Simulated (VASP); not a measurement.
Computed with PBE GGA, VASP's PBE PAW potentials (set 64) (plane waves; VASP).

A VASP calculation is set up with these files.

**INCAR**
```
SYSTEM=K
PREC=Accurate; ENCUT=400; LREAL=F
LASPH=T
EDIFF=1E-6; NELM=100; ALGO=Normal
ISMEAR=1; SIGMA=0.1
GGA=PE
ISIF=2
LWAVE=F; LCHARG=F
```

File KPOINTS:
```
K-points
0
Monkhorst-Pack
11 11 11
0 0 0
```

**POSCAR**
```
K
4.6640660
 -0.5773503205   0.5773503205   0.5773503205
  0.5773503205  -0.5773503205   0.5773503205
  0.5773503205   0.5773503205  -0.5773503205
K
1
Cart
  0.0000000000   0.0000000000   0.0000000000
```

POTCAR, in this order: K_sv (PBE.64 set). Program: vasp_std.

The run wrote:

File OSZICAR:
```
       N       E                     dE             d eps       ncg     rms          rms(c)
DAV:   1     0.381687995001E+02    0.38169E+02   -0.32158E+03   896   0.699E+02
DAV:   2     0.100142324333E-01   -0.38159E+02   -0.38137E+02   896   0.194E+02
DAV:   3    -0.102321167172E+01   -0.10332E+01   -0.10285E+01  1456   0.295E+01
DAV:   4    -0.104522311590E+01   -0.22011E-01   -0.22005E-01  1336   0.330E+00
DAV:   5    -0.104539512558E+01   -0.17201E-03   -0.17201E-03  1592   0.228E-01    0.185E+00
DAV:   6    -0.104568099952E+01   -0.28587E-03   -0.12262E-03  1400   0.257E-01    0.114E+00
DAV:   7    -0.104609357445E+01   -0.41257E-03   -0.27402E-03  1352   0.378E-01    0.542E-02
DAV:   8    -0.104616313171E+01   -0.69557E-04   -0.12795E-04  1392   0.155E-01    0.155E-02
DAV:   9    -0.104617155575E+01   -0.84240E-05   -0.15291E-05  1392   0.287E-02    0.487E-03
DAV:  10    -0.104617139866E+01    0.15709E-06   -0.10321E-06  1296   0.900E-03
   1 F= -.10461714E+01 E0= -.10463630E+01  d E =0.574767E-03
```

File OUTCAR:
```
------------------------ aborting loop because EDIFF is reached ----------------------------------------
  FORCE on cell =-STRESS in cart. coord.  units (eV):
  Direction    XX          YY          ZZ          XY          YZ          ZX
  --------------------------------------------------------------------------------------
  Total       -0.0947498     -0.0947498     -0.0947498      0.0000000      0.0000000      0.0000000
  in kB       -1.9436444     -1.9436444     -1.9436444      0.0000000      0.0000000      0.0000000
  external PRESSURE =      -1.9436444 kB  Pullay stress =       0.0000000 kB
  volume of cell :       78.10
      direct lattice vectors                 reciprocal lattice vectors
    -2.692800000  2.692800000  2.692800000     0.000000000  0.185680333  0.185680333
     2.692800000 -2.692800000  2.692800000     0.185680333  0.000000000  0.185680333
     2.692800000  2.692800000 -2.692800000     0.185680333  0.185680333  0.000000000
 POSITION                                       TOTAL-FORCE (eV/Angst)
 -----------------------------------------------------------------------------------
      0.00000      0.00000      0.00000         0.000000     -0.000000     -0.000000
 -----------------------------------------------------------------------------------
    total drift:                               -0.000000     -0.000000      0.000000
  FREE ENERGIE OF THE ION-ELECTRON SYSTEM (eV)
  ---------------------------------------------------
  free  energy   TOTEN  =        -1.0461713987 eV

  energy  without entropy=       -1.0467461656  energy(sigma->0) =       -1.04636299
```
(Selected blocks of OUTCAR.)

The compound is K in the bcc structure. The cell was not relaxed at this level. The run is one of a series of settings (KPOINTS 11×11×11 Monkhorst-Pack mesh against the base run), some of them coarse on purpose.
